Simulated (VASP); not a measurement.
Cost and result of VASP (PAW) for the band gap of BeTe (zinc blende). Gaps are without spin-orbit coupling. Each level names its cell: its own relaxed one, PBE's, or the starting one. A gap is the smallest over the k-mesh and a band path; hybrids may have named points in place of the path, and GW has the mesh alone. The cost counts the self-consistent run with its band path or extra points (for GW, with the PBE run and the diagonalisation ahead of it), each on the mesh and cut-off of its row, so the ratios hold those differences too. With PBE it took about 20 core-seconds. Costs are core time on shared hosts, one run each; read them as rough ratios.

Unless said otherwise, spin-orbit coupling is left out, though it shifts the bands of the heavy elements here.

| level | k-mesh | cut-off (eV) | band gap (eV) | cost over PBE |
|---|---|---|---|---|
| LDA (own cell) | 9×9×9 | 520 | 1.78 | within a factor of 2 |
| PBE (own cell) | 9×9×9 | 520 | 2.02 | reference |
| PBEsol (own cell) | 9×9×9 | 520 | 1.83 | within a factor of 2 |
| SCAN (own cell) | 9×9×9 | 520 | ___ | ___ |
| PBE0 (PBE cell) | 6×6×6 | 520 | 3.34 | about 10 times |
| HSEsol (PBE cell) | 6×6×6 | 520 | 2.61 | about 20 times |
| Hartree-Fock (PBE cell) | 6×6×6 | 520 | ___ | about 20 times |

Question: Some entries are withheld; supply them.

Answer: 
- SCAN (own cell), band gap (eV): 2.25
- SCAN (own cell), cost over PBE: about 5 times
- Hartree-Fock (PBE cell), band gap (eV): 8.04

Left out are levels that failed, ran on another kind of processor or have no fit band path; at most nine are shown.

The compound is BeTe in the zinc blende structure.
